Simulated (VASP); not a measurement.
Data:

```xyz
2
Lattice="1.8000 -3.1177 0.0000 1.8000 3.1177 0.0000 0.0000 0.0000 5.6900" Properties=species:S:1:pos:R:3 pbc="T T T"
Tb     1.8000     1.0392     1.4225
Tb     1.8000    -1.0392     4.2675
```
Starting moments (μB, in the order of the record's atoms Tb Tb): 6.0 6.0.

Method: PBE GGA, VASP's PBE PAW potentials (set 64) (plane waves; VASP). Run with 300 eV cut-off, 8×8×4 Γ-centred mesh, Gaussian smearing of 0.10 eV, potentials Tb.

Give the spin-up energies of bands 15 to 28 at the high-symmetry points, in eV from the Fermi level.

```csv
band,Γ,M,K,A,L,H
15,-4.09,-4.10,-4.08,-4.03,-4.09,-4.10
16,-4.02,-4.10,-4.08,-4.03,-4.09,-4.10
17,-4.02,-4.08,-4.08,-4.01,-4.05,-4.09
18,-4.01,-4.00,-4.05,-4.01,-4.05,-4.09
19,-4.01,-3.61,-3.59,-3.72,-3.61,-3.59
20,-3.72,-3.61,-3.59,-3.72,-3.61,-3.59
21,-3.71,-3.45,-3.43,-3.50,-3.44,-3.44
22,-3.54,-3.41,-3.43,-3.50,-3.44,-3.44
23,-3.43,-1.80,-0.93,-3.35,-1.89,-0.54
24,-2.08,-1.39,-0.62,-3.35,-1.89,-0.54
25,1.35,-1.01,-0.62,1.02,0.03,-0.34
26,1.80,0.21,-0.31,1.02,0.03,-0.34
27,1.80,1.44,1.12,1.70,1.82,0.65
28,2.13,1.53,1.12,1.70,1.82,0.65
```

Give the spin-down energies of bands 15 to 28 at the high-symmetry points, in eV from the Fermi level.

```
band     Γ     M     K     A     L     H
----  ----  ----  ----  ----  ----  ----
15    0.25  0.06  0.08  0.28  0.18  0.09
16    0.25  0.28  0.08  0.28  0.18  0.09
17    0.31  0.34  0.30  0.28  0.38  0.52
18    0.31  0.36  0.30  0.28  0.38  0.52
19    0.69  0.42  0.41  0.78  0.58  0.52
20    0.69  0.52  0.47  0.78  0.58  0.52
21    0.79  0.67  0.58  0.78  0.70  0.66
22    0.79  0.67  0.58  0.78  0.70  0.66
23    0.91  0.70  0.61  0.92  0.73  0.73
24    0.92  0.71  0.73  0.92  0.73  0.73
25    1.92  0.89  0.73  1.66  0.77  0.80
26    2.45  0.89  0.73  1.66  0.77  0.80
27    2.45  2.13  1.85  2.34  2.42  1.28
28    2.76  2.25  1.85  2.34  2.42  1.28
```

It has no gap at this level: it comes out as a metal or semimetal.

The structure is a typed Tb crystal (P6_3/mmc). The cell was not relaxed at this level.
